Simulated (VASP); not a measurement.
A convergence study with VASP on Tl (space group no. 194 when undisturbed): a few settings are varied, all else stays as given below, so the limit is that of these other settings. One atom is moved off its site, so that forces are finite.

```
Tl
1.0
    1.72481    -2.98746     0.00000
    1.72481     2.98746     0.00000
    0.00000     0.00000     5.50344
Tl
2
Direct
  0.33333   0.66667   0.25909
  0.66667   0.33333   0.75000
```

These are PBE GGA, VASP's PBE PAW potentials (set 64) (plane waves; VASP 6.6.1) values and carry that method's errors. The last row used: 300 eV cut-off, 11×11×6 Γ-centred mesh, Gaussian smearing of 0.10 eV, potentials Tl_d.

Unless said otherwise, spin-orbit coupling is left out, though it shifts the bands of the heavy elements here.

```csv
setting,E (eV/atom),pressure (GPa),largest force (eV/Å),irreducible k-points
NBANDS = 13,___,___,___,84
NBANDS = 14,-2.2010,___,___,84
NBANDS = 15,-2.2010,3.00,0.145,84
NBANDS = 16,-2.2010,3.00,0.145,84
NBANDS = 17,-2.2010,3.00,0.145,84
NBANDS = 19,-2.2010,2.99,0.145,84
NBANDS = 23,-2.2010,2.99,0.145,84
NBANDS = 29,-2.2010,2.99,0.145,84
NBANDS = 45,-2.2010,2.99,0.145,84
```

**Question.** What belongs in the gaps?

**Answer.** 
- NBANDS = 13, E (eV/atom): -1.7280
- NBANDS = 13, pressure (GPa): 6.81
- NBANDS = 13, largest force (eV/Å): 0.332
- NBANDS = 14, pressure (GPa): 3.01
- NBANDS = 14, largest force (eV/Å): 0.147

VASP warned of too few bands at NBANDS = 13; NBANDS = 14; NBANDS = 15.

Left out are rungs that failed or repeat a setting and relaxations that didn't move; long series are thinned to 24 rows.

The structure is a typed Tl crystal (space group no. 194). The cell was not relaxed at this level, it is distorted from the ideal structure. VASP warned that the highest band is occupied, so more bands are needed.
